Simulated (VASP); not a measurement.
VASP runs on NiSb (NiAs type) share one base input (PBE GGA, plane waves, VASP's PBE PAW potentials (set 64)) and change the settings named in each case.

**POSCAR**
```
NiSb
1.0
  1.9650000000  -3.4034800000   0.0000000000
  1.9650000000   3.4034800000   0.0000000000
  0.0000000000   0.0000000000   5.1300000000
Ni Sb
2 2
Cartesian
  0.0000000000   0.0000000000   2.5650000000
  0.0000000000   0.0000000000   0.0000000000
  1.9650000000   1.1344956023   1.2825000000
  1.9650000000  -1.1344956023   3.8475000000
```

INCAR:
```
ALGO = Normal
EDIFF = 1E-6
ENCUT = 400
GGA = PE
ISIF = 2
ISMEAR = 1
LASPH = T
LCHARG = F
LMAXMIX = 4
LREAL = F
LWAVE = F
NELM = 100
PREC = Accurate
SIGMA = 0.1
SYSTEM = NiSb
```

**KPOINTS**
```
Automatic
0
G
  8 8 6
```

POTCAR, in this order: Ni Sb (PBE.64 set). Program: vasp_std.

```tsv
change	E(σ→0) (eV/atom)	plane waves
base run	-5.0727	1266
ENCUT = 300	-5.0762	855
ENCUT = 325	-5.0759	933
ENCUT = 525	-5.0723	1904
ENCUT = 600	-5.0722	2312
ENCUT = 700	-5.0722	2922
ENCUT = 725	-5.0722	3070
ENCUT = 775	-5.0722	3385
```
 Unless said otherwise, spin-orbit coupling is left out, though it shifts the bands of the heavy elements here.

Left out are runs that ran out of time, are held back, or changed the cell or the kind of run, fixed moments of cells without a moment, rows past the twelfth, gaps on odd meshes, pressures of charged cells and columns that move by less than the noise.

The compound is NiSb in the NiAs type structure. The cell was not relaxed at this level. The run is not spin-polarised, so no magnetic state was tried.
